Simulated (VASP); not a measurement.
A run of VASP 6.6.1:

The input INCAR:

```
SYSTEM = Pd
PREC = Accurate
ENCUT = 520
EDIFF = 1E-7
ISMEAR = 0
SIGMA = 0.1
LREAL = .False.
LASPH = .True.
NELM = 120
ALGO = Normal
ISIF = 3
LWAVE = .False.
LCHARG = .False.
GGA = PE
IBRION = 2
NSW = 60
EDIFFG = -0.005
POTIM = 0.3
```

File KPOINTS:

```
regular mesh
0
Gamma
  19 19 19
  0 0 0
```

File POSCAR:

```
Pd                                      
1.0
    0.0000000000      1.9712169926      1.9712169926
    1.9712169926      0.0000000000      1.9712169926
    1.9712169926      1.9712169926      0.0000000000
  Pd            
     1
Direct
     0.0000000000000000    0.0000000000000000    0.0000000000000000
```

Potentials or basis: VASP PAW PBE potentials, release 64 (Pd).

Launch:

```sh
$ cat potpaw_PBE.64/Pd/POTCAR > POTCAR
$ mpirun -np 1 vasp_std > vasp.out
```

Hardware: 1 thread of AMD EPYC 9R45 (Zen 5), with other jobs on the host.

Problem. Estimate the wall time of this run.

Solution. It took 26 s on 1 thread of AMD EPYC 9R45 (Zen 5), with other jobs on the host, peak memory 0.13 GiB. Counts: scf iterations 17, k points 220, ion steps 2.
